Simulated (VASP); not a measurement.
A convergence study with VASP on Dy (hcp): one setting is varied, all else stays as given below, so the limit is that of these other settings.

```xyz
2
Lattice="1.7950 -3.1090 0.0000 1.7950 3.1090 0.0000 0.0000 0.0000 5.6500" Properties=species:S:1:pos:R:3 pbc="T T T"
Dy     1.7950     1.0363     1.4125
Dy     1.7950    -1.0363     4.2375
```

These are PBE GGA, VASP's PBE PAW potentials (set 64) (plane waves; VASP) values and carry that method's errors. The tightest run used: 550 eV cut-off, 21×21×11 Γ-centred mesh, first-order Methfessel-Paxton smearing of 0.10 eV, potentials Dy_3.

The 4f electrons are frozen in the core of the lanthanide potential, so 4f levels, which can set the real gap, and their magnetism are missing.

**Question.** The settings run are 1×1×1 mesh; 2×2×1 mesh; 3×3×2 mesh; 4×4×2 mesh; 5×5×3 mesh; 7×7×4 mesh; 8×8×4 mesh; 9×9×5 mesh; 10×10×5 mesh; 11×11×6 mesh; 12×12×6 mesh; 14×14×8 mesh; 15×15×8 mesh; 16×16×9 mesh; 17×17×9 mesh; 18×18×10 mesh; 20×20×11 mesh; 21×21×11 mesh. From which on does the energy per atom stay within 0.01 eV/atom of the tightest run?

**Answer.** From 7×7×4 mesh on: it is off by 0.0000 there and by no more than 0.01 in any finer run, while 5×5×3 mesh is off by 0.0249.
```json
[
 {"setting": "1×1×1 mesh", "E (eV/atom)": "-5.5432", "pressure (GPa)": "23.21", "irreducible k-points": "1", "difference judged (eV/atom)": "1.0105"},
 {"setting": "2×2×1 mesh", "E (eV/atom)": "-5.3046", "pressure (GPa)": "-9.30", "irreducible k-points": "2", "difference judged (eV/atom)": "0.7719"},
 {"setting": "3×3×2 mesh", "E (eV/atom)": "-4.4915", "pressure (GPa)": "-0.63", "irreducible k-points": "6", "difference judged (eV/atom)": "0.0412"},
 {"setting": "4×4×2 mesh", "E (eV/atom)": "-4.4773", "pressure (GPa)": "1.45", "irreducible k-points": "8", "difference judged (eV/atom)": "0.0555"},
 {"setting": "5×5×3 mesh", "E (eV/atom)": "-4.5078", "pressure (GPa)": "0.49", "irreducible k-points": "10", "difference judged (eV/atom)": "0.0249"},
 {"setting": "7×7×4 mesh", "E (eV/atom)": "-4.5327", "pressure (GPa)": "0.69", "irreducible k-points": "24", "difference judged (eV/atom)": "0.0000"},
 {"setting": "8×8×4 mesh", "E (eV/atom)": "-4.5283", "pressure (GPa)": "0.75", "irreducible k-points": "30", "difference judged (eV/atom)": "0.0044"},
 {"setting": "9×9×5 mesh", "E (eV/atom)": "-4.5347", "pressure (GPa)": "0.29", "irreducible k-points": "36", "difference judged (eV/atom)": "0.0020"},
 {"setting": "10×10×5 mesh", "E (eV/atom)": "-4.5321", "pressure (GPa)": "0.25", "irreducible k-points": "42", "difference judged (eV/atom)": "0.0006"},
 {"setting": "11×11×6 mesh", "E (eV/atom)": "-4.5359", "pressure (GPa)": "0.46", "irreducible k-points": "64", "difference judged (eV/atom)": "0.0032"},
 {"setting": "12×12×6 mesh", "E (eV/atom)": "-4.5332", "pressure (GPa)": "0.49", "irreducible k-points": "76", "difference judged (eV/atom)": "0.0005"},
 {"setting": "14×14×8 mesh", "E (eV/atom)": "-4.5348", "pressure (GPa)": "0.45", "irreducible k-points": "120", "difference judged (eV/atom)": "0.0021"},
 {"setting": "15×15×8 mesh", "E (eV/atom)": "-4.5340", "pressure (GPa)": "0.45", "irreducible k-points": "135", "difference judged (eV/atom)": "0.0012"},
 {"setting": "16×16×9 mesh", "E (eV/atom)": "-4.5318", "pressure (GPa)": "0.46", "irreducible k-points": "150", "difference judged (eV/atom)": "0.0009"},
 {"setting": "17×17×9 mesh", "E (eV/atom)": "-4.5314", "pressure (GPa)": "0.46", "irreducible k-points": "165", "difference judged (eV/atom)": "0.0013"},
 {"setting": "18×18×10 mesh", "E (eV/atom)": "-4.5333", "pressure (GPa)": "0.43", "irreducible k-points": "222", "difference judged (eV/atom)": "0.0006"},
 {"setting": "20×20×11 mesh", "E (eV/atom)": "-4.5325", "pressure (GPa)": "0.46", "irreducible k-points": "264", "difference judged (eV/atom)": "0.0002"},
 {"setting": "21×21×11 mesh", "E (eV/atom)": "-4.5327", "pressure (GPa)": "0.47", "irreducible k-points": "288", "difference judged (eV/atom)": "0.0000"}
]
```

Left out are rungs that failed or repeat a setting and relaxations that didn't move; long series are thinned to 24 rows.

The compound is Dy in the hcp structure. The cell was not relaxed at this level.
